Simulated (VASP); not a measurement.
Runs of VASP 6.6.1 on InSb. It takes space group F-43m (No. 216, cubic). The conventional cell has a = 6.478 Å, b = 6.478 Å, c = 6.478 Å, α = 90.00°, β = 90.00°, γ = 90.00°. In (site symmetry -43m) has 4 Sb at 2.81 Å as nearest neighbours. Sb (site symmetry -43m) has 4 In at 2.81 Å as nearest neighbours. 

```tsv
level	potentials or basis	spin	k mesh	cutoff (eV)	further INCAR settings	mesh quality	gap on the mesh (eV)	pressure (GPa)
PBEsol	VASP PAW PBE potentials, release 64 (In_d, Sb)	off	8 × 8 × 8	520	ALGO = Fast; EDIFF = 1e-06	not flagged	none	1.0
PBEsol	VASP PAW PBE potentials, release 64 (In_d, Sb)	SOC, no magnetisation	8 × 8 × 8	520	ALGO = Fast; EDIFF = 1e-06	not flagged	-	(a)
LDA	VASP PAW LDA potentials, release 64 (In_d, Sb)	off	4 × 4 × 4	300	ALGO = Fast; EDIFF = 1e-06	coarse	none	-0.2
PBE	VASP PAW PBE potentials, release 64 (In_d, Sb)	off	8 × 8 × 8	520	ALGO = Fast; EDIFF = 1e-06	not flagged	none	(b)
r2SCAN	VASP PAW PBE potentials, release 64 (In_d, Sb)	off	8 × 8 × 8	520	ALGO = Normal; EDIFF = 1e-06	not flagged	0.24	1.7
```

Alike in all rows: task single point; cell as given; smearing fermi-dirac 0.05 eV.

Task: Fill in the values left out.

Result: (a) 0.9; (b) 3.1.

Caveats: some runs use coarse meshes; the PAW data sets were made with another functional, which shifts forces and pressure a little (some runs); this crystal is a semiconductor, whose small gap the functional closes, so the metal is an error of the method (some runs); spin-orbit coupling is left out, which moves the levels of the heavy elements (some runs).

A k mesh can miss the band edges, and rows without SOC leave out spin-orbit coupling on In, Sb.

A gap of «none» marks a metal or a gap under the smearing width.
